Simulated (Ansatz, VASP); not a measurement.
# WS2 in two plane-wave programs, part 2 of 2

Aim: how closely do two programs agree when they are given the same cell, functional and k mesh? The structure shown is the start of the Ansatz relaxation below; VASP solves that cell, so the two are compared at the walk's first step.

VASP 6.6.1 and Ansatz 0.2.0.

So far. Step 4 (Differences): The forces differ by 32 meV/Å r.m.s., which is 2.3 % of the r.m.s. force of 1.376 eV/Å (both taken over all components). With vacuum in the cell, a pressure given here is an average over mostly empty space and none of the material.

### Step 6. VASP: single point, PBEsol, start cell, pair 2

Level of this step: PBEsol, no spin polarisation; plane waves and PAW (W, S) (VASP).

The same cell, functional, mesh and smearing now go to VASP, with its own data sets.

File INCAR:

```
SYSTEM = WS2
PREC = Accurate
ENCUT = 520
EDIFF = 1E-06
NELM = 120
ISMEAR = 0
SIGMA = 0.1
LREAL = .FALSE.
ALGO = Normal
GGA = PS
NBANDS = 15
LASPH = .TRUE.
LORBIT = 11
LWAVE = .FALSE.
LCHARG = .FALSE.
ISIF = 2
LDIPOL = .TRUE.
IDIPOL = 3
DIPOL = 0.5 0.5 0.339
LVHAR = .TRUE.
GGA_COMPAT = .FALSE.
NELMDL = -8
KPAR = 2
```

File POSCAR:

```
WS2
1.0
    3.1465200000      0.0000000000      0.0000000000
   -1.5732600000      2.7249670000      0.0000000000
    0.0000000000      0.0000000000     29.5040000000
W S
1 2
Direct
    0.0000000000      0.0000000000      0.3389370933
    0.3333332110      0.6666664220      0.3927749119
    0.6666666055      0.3333332110      0.2850992747
```

File KPOINTS:

```
Automatic mesh
0
Gamma
15 15 1
0 0 0
```

The projector-augmented-wave data sets are W and S (PBE family, release 64).

Launch:

```sh
mpirun -np 2 vasp_std
```

Numbers of over 12 decimals in the logs are rounded to 6 here.

Output:

```text
[banner, memory and clock lines left out]
running    2 mpi-ranks, on    1 nodes
[...]
[... a notice as in an earlier step ...]

 LDA part: xc-table for (Slater+PW92), standard interpolation
 POSCAR, INCAR and KPOINTS ok, starting setup
[...]
entering main loop
       N       E                     dE             d eps       ncg     rms          rms(c)
DAV:   1     0.138506570132E+03    0.13851E+03   -0.56923E+03   810   0.845E+02
DAV:   2    -0.815375149076E+01   -0.14666E+03   -0.13860E+03  1444   0.163E+02
DAV:   3    -0.254829949209E+02   -0.17329E+02   -0.17145E+02  1139   0.710E+01
DAV:   4    -0.258230125081E+02   -0.34002E+00   -0.33812E+00  1084   0.125E+01
[...]
DAV:  25    -0.243975063975E+02   -0.10489E-05   -0.14291E-08   881   0.701E-04    0.533E-04
DAV:  26    -0.243975075488E+02   -0.11512E-05   -0.18353E-08   755   0.442E-04    0.398E-04
DAV:  27    -0.243975079450E+02   -0.39622E-06   -0.93363E-09   811   0.353E-04
   1 F= -.24397508E+02 E0= -.24393310E+02  d E =-.839663E-02
```

Parts of OUTCAR (step 6):

```text
  Total       -0.1708641     -0.1708642     -0.0160048      0.0000000      0.0000000     -0.0000000
  in kB       -1.0821533     -1.0821539     -0.1013652      0.0000000      0.0000000     -0.0000000
  external PRESSURE =      -0.7552241 kB  Pullay stress =       0.0000000 kB

 POSITION                                       TOTAL-FORCE (eV/Angst)
 -----------------------------------------------------------------------------------
      0.00000      0.00000     10.00000        -0.000000     -0.000000     -0.000000
      0.00000      1.81664     11.58843         0.000000      0.000000      0.002683
      1.57326      0.90832      8.41157        -0.000000     -0.000000     -0.002683
 -----------------------------------------------------------------------------------
    total drift:                                0.000000      0.000529      0.000032

  FREE ENERGIE OF THE ION-ELECTRON SYSTEM (eV)
  ---------------------------------------------------
  free  energy   TOTEN  =       -24.3975079450 eV

  energy  without entropy=      -24.3891113151  energy(sigma->0) =      -24.39330963

[... 3 further parts left out ...]
[key lines of the parts left out:]
E-fermi :  -2.4375
```

The run ends at a pressure of -0.08 GPa, with forces up to 0.0027 eV/Å.

### Step 7. Side by side

What differs besides the data sets and the points named for the pairs above, as far as they apply: the data sets hold 26 valence electrons in Ansatz (on its PAW soft_1 files) and 18 in VASP; the cutoff is 420 eV in Ansatz and 520 eV in VASP. Total energies have different zeros and are not compared.

At this near-relaxed geometry the largest component of a force difference is 16 meV/Å. With vacuum in the cell, a pressure given here is an average over mostly empty space and none of the material.

### Step 8. Ansatz: relaxation, PBEsol

The two programs are compared at the cell with which this relaxation starts, whose forces are those of its first step. This pair takes another cell of the material, with 6 atoms against 3 for the pair before.

The structure compared here is the start of the Ansatz relaxation; VASP solves that cell, so the two are compared at the walk's first step.

File input.yaml:

```yaml
crystal:
  lattice:
    - [3.1452997703, 0.0, 0.0]
    - [0.0, 5.4478190071, 0.0]
    - [0.0, 0.0, 29.504]
  atoms:
    - { symbol: W, position: [0.0, 0.0403822814, 0.3388886654] }
    - { symbol: W, position: [0.5, 0.4596177186, 0.3389855211] }
    - { symbol: S, position: [1.0, 0.3351610152, 0.3970051184] }
    - { symbol: S, position: [0.5, 0.8315056515, 0.3886521457] }
    - { symbol: S, position: [0.5, 0.1648389848, 0.2808690681] }
    - { symbol: S, position: [1.0, 0.6684943485, 0.2892220409] }
  periodic: [true, true, false]
kpoints:
  mp_grid: { grid: [12, 8, 1] }
hamiltonian:
  xc: pbesol
  pseudopotentials: { kind: paw, azcp: { folder: soft_1 }, xc_functional: pbe }
scf:
  occupations: { method: methfessel_paxton, width: 0.2 }
output:
  forces: true
  stress: true
  eigenvalues: true
relax:
  adjacent_minimum: "off"
  f_tol: 0.002
  max_steps: 120
  cell: { stress_2d_tol: 0.005 }
```

Launch:

```sh
ansatz run input.yaml --threads 4 --pin off --max-ram 16384MiB --backend cpu --events-out ev --progress --plain --runs-dir out
```

Output:

```text
[...]
cell:  # Å, volume = 546.7478 Å³
    - [3.152677, 0, 0]
    - [0, 5.657638, 0]
    - [0, 0, 30.652956]
  atoms:
    - { symbol: W, position: [-2.3713966455812526e-18, 0.050804, 0.323994] }
    - { symbol: W, position: [0.500000, 0.449196, 0.328471] }
    - { symbol: S, position: [1.000000, 0.334490, 0.382897] }
    - { symbol: S, position: [0.500000, 0.828717, 0.369560] }
    - { symbol: S, position: [0.500000, 0.165510, 0.269568] }
    - { symbol: S, position: [1.000000, 0.671283, 0.282906] }
[key lines of the parts left out:]
SCF converged after 10 iterations
Free energy (F): -24058.973445 eV
Fermi energy:    -5.671644 eV
P = ½ c Tr σ = -0.0000 N/m
```

### Step 9. VASP: single point, PBEsol, start cell, pair 3

The same cell, functional, mesh and smearing now go to VASP, with its own data sets.

File INCAR:

```
SYSTEM = WS2
PREC = Accurate
ENCUT = 520
EDIFF = 1E-06
NELM = 120
ISMEAR = 1
SIGMA = 0.2
LREAL = .FALSE.
ALGO = Normal
GGA = PS
NBANDS = 24
LASPH = .TRUE.
LORBIT = 11
LWAVE = .FALSE.
LCHARG = .FALSE.
ISIF = 2
LDIPOL = .TRUE.
IDIPOL = 3
DIPOL = 0.5 0.5 0.326
LVHAR = .TRUE.
GGA_COMPAT = .FALSE.
NELMDL = -8
KPAR = 2
```

File POSCAR:

```
WS2
1.0
    3.1453000000      0.0000000000      0.0000000000
    0.0000000000      5.4478190000      0.0000000000
    0.0000000000      0.0000000000     30.6529560000
W S
2 4
Direct
    0.0000000000      0.0403822153      0.3261861923
    0.5000000000      0.4596176929      0.3262794296
    0.0000000000      0.3351610984      0.3821242884
    0.5000000000      0.8315055988      0.3740844113
    0.5000000000      0.1648389934      0.2703413335
    0.0000000000      0.6684943094      0.2783812106
```

File KPOINTS:

```
Automatic mesh
0
Gamma
12 8 1
0 0 0
```

Launch:

```sh
mpirun -np 2 vasp_std
```

Output:

```text
[banner, memory and clock lines left out]
running    2 mpi-ranks, on    1 nodes
[...]
[... a notice as in an earlier step ...]

 LDA part: xc-table for (Slater+PW92), standard interpolation
 POSCAR, INCAR and KPOINTS ok, starting setup
[...]
entering main loop
       N       E                     dE             d eps       ncg     rms          rms(c)
DAV:   1     0.305835691541E+03    0.30584E+03   -0.11556E+04  1680   0.107E+03
DAV:   2    -0.679738907698E+00   -0.30652E+03   -0.29553E+03  2760   0.207E+02
DAV:   3    -0.505575608673E+02   -0.49878E+02   -0.49581E+02  2168   0.999E+01
DAV:   4    -0.519775567045E+02   -0.14200E+01   -0.14128E+01  2344   0.213E+01
[...]
DAV:  27    -0.492622544518E+02   -0.31046E-05   -0.69061E-08  1296   0.895E-04    0.677E-04
DAV:  28    -0.492622559466E+02   -0.14948E-05   -0.31488E-08  1240   0.508E-04    0.458E-04
DAV:  29    -0.492622566181E+02   -0.67146E-06   -0.11158E-08  1136   0.349E-04
   1 F= -.49262257E+02 E0= -.49265129E+02  d E =0.861775E-02
```

From OUTCAR (step 9):

```text
  Total       -1.5939126      3.6347115     -0.7380286      0.0000000      1.4613717      0.0000000
  in kB       -4.8620339     11.0872393     -2.2512651      0.0000000      4.4577341      0.0000000
  external PRESSURE =       1.3246468 kB  Pullay stress =       0.0000000 kB

 POSITION                                       TOTAL-FORCE (eV/Angst)
 -----------------------------------------------------------------------------------
      0.00000      0.21999      9.99857         0.000000      0.116689     -0.876660
      1.57265      2.50391     10.00143         0.000000     -0.116689      0.876660
      0.00000      1.82590     11.71324         0.000000      0.412679      0.065646
      1.57265      4.52989     11.46679         0.000000      0.016179     -0.311915
      1.57265      0.89801      8.28676         0.000000     -0.412679     -0.065646
      0.00000      3.64184      8.53321         0.000000     -0.016179      0.311915
 -----------------------------------------------------------------------------------
    total drift:                                0.000000     -0.000563      0.000114

  FREE ENERGIE OF THE ION-ELECTRON SYSTEM (eV)
  ---------------------------------------------------
  free  energy   TOTEN  =       -49.2622566181 eV

  energy  without entropy=      -49.2708743705  energy(sigma->0) =      -49.26512920

[... 3 further parts left out ...]
[key lines of the parts left out:]
E-fermi :  -3.2113
```

The run ends at a pressure of 0.13 GPa, with forces up to 0.88 eV/Å.

### Step 10. Differences

What differs besides the data sets and the points named for the pairs above, as far as they apply: the data sets hold 52 valence electrons in Ansatz (on its PAW soft_1 files) and 36 in VASP. Total energies have different zeros and are not compared.

Forces (eV/Å; atoms numbered as in POSCAR):

| atom | Ansatz x, y, z | VASP x, y, z |
| --- | --- | --- |
| W1 | 0.000, 0.057, -0.869 | 0.000, 0.117, -0.877 |
| W2 | 0.000, -0.057, 0.869 | 0.000, -0.117, 0.877 |
| S3 | 0.000, 0.412, 0.089 | 0.000, 0.413, 0.066 |
| S4 | 0.000, 0.014, -0.299 | 0.000, 0.016, -0.312 |
| S5 | 0.000, -0.412, -0.089 | 0.000, -0.413, -0.066 |
| S6 | 0.000, -0.014, 0.299 | 0.000, -0.016, 0.312 |

The forces differ by 22 meV/Å r.m.s., which is 6.4 % of the r.m.s. force of 0.342 eV/Å (both taken over all components). With vacuum in the cell, a pressure given here is an average over mostly empty space and none of the material.

### Step 11. Summary of results

- r.m.s. force difference (single point, PBEsol, start cell, pair 1): 2.3 % of the r.m.s. force
- r.m.s. force difference (single point, PBEsol, start cell, pair 2): 7.5 meV/Å
- r.m.s. force difference (single point, PBEsol, start cell, pair 3): 6.4 % of the r.m.s. force

What this shows: The r.m.s. force difference is 6.4 % of the r.m.s. force (single point, PBEsol, start cell, pair 3), beyond the 3 % picked in this series as the mark of a large difference. The data sets hold unlike numbers of valence electrons (26 in Ansatz and 18 in VASP and 52 in Ansatz and 36 in VASP), so part of the differences comes from the potentials. What causes the difference of the single point, PBEsol, start cell, pair 3 pair stays open here. 8 further runs of this series are not shown here. Such differences can come from data sets, numerical settings and the points named under the comparisons, not from the functional's error against experiment.

[Lines on the potential files, build, host, timing and source positions are cut from VASP's logs without a mark.]

[Logs are printed without paths, hosts, clocks, repeated set-up lines and the standing remarks that a program may print on its own settings, such as how far it seeks lower states.]

[Hosts, paths, dates, database ids (printed as entryN), source tags and the programs' standing remarks are cut or masked in the printed files.]
